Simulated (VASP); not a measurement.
The input files of a VASP run:

File KPOINTS:
```
Regular mesh
0
G
 6 6 4
```

**INCAR**
```
! general
SYSTEM    =  SnO
PREC      =  Accurate
ENCUT     =  520
LREAL     =  .FALSE.
LASPH     =  .TRUE.

! electronic loop
EDIFF     =  1E-7
NELM      =  100   ! most electronic steps
ALGO      =  Normal
LMAXMIX   =  4   ! l cut-off of mixed one-centre charges

! smearing
ISMEAR    =  0
SIGMA     =  0.05

! functional
GGA       =  ML
LUSE_VDW  =  .TRUE.
AGGAC     =  0.0
ZAB_VDW   =  -1.8867

! ions
IBRION    =  2
NSW       =  30
ISIF      =  4   ! ions and shape, fixed volume
EDIFFG    =  -0.01

! output
LWAVE     =  .FALSE.
LCHARG    =  .FALSE.
```

**POSCAR**
```
SnO
1
    4.0466048864     0.0000000000     0.0000000000
    0.0000000000     4.0466048864     0.0000000000
    0.0000000000     0.0000000000     5.5280297545
Sn O
2 2
Direct
  0.5000000000   0.0000000000   0.7833672441
  0.0000000000   0.5000000000   0.2166327559
  0.5000000000   0.5000000000   0.0000000000
  0.0000000000   0.0000000000   0.0000000000
```

POTCAR, in this order: Sn_d O (PBE.64 set). Program: vasp_std.

Q: Translate this vdW-DF2 calculation to Quantum ESPRESSO's pw.x.

A: One equivalent input (not run):
```
&CONTROL
  calculation = 'vc-relax'
  pseudo_dir = './pseudo'
  outdir = './out'
  tprnfor = .true.
  tstress = .true.
  nstep = 30
  forc_conv_thr = 0.00039
/
&SYSTEM
  ibrav = 0
  nat = 4
  ntyp = 2
  ecutwfc = 84
  occupations = 'smearing'
  smearing = 'gaussian'
  degauss = 0.003675
  input_dft = 'vdw-df2'
/
&ELECTRONS
  conv_thr = 7.3e-09
  electron_maxstep = 100
/
&IONS
/
&CELL
  cell_dofree = 'shape'
/
ATOMIC_SPECIES
  Sn 118.710 Sn.upf
  O 15.999 O.upf
CELL_PARAMETERS angstrom
     4.0466049    0.0000000    0.0000000
     0.0000000    4.0466049    0.0000000
     0.0000000    0.0000000    5.5280298
ATOMIC_POSITIONS crystal
  Sn   0.5000000  0.0000000  0.7833672
  Sn   0.0000000  0.5000000  0.2166328
  O    0.5000000  0.5000000  0.0000000
  O    0.0000000  0.0000000  0.0000000
K_POINTS automatic
  6 6 4 0 0 0
```
What does not carry over: the potentials are each code's own (VASP's PAW set, PseudoDojo norm-conserving files in pw.x), so ENCUT and ecutwfc are chosen apart and not converted; conv_thr bounds pw.x's estimated SCF error, while EDIFF bounds the energy change between steps; forc_conv_thr acts on force components and is met together with etot_conv_thr.

The compound is SnO in the litharge structure. This cell is one point of a volume scan, at 1.06 of the reference volume. Symmetry was kept, so distortions that lower it aren't found.
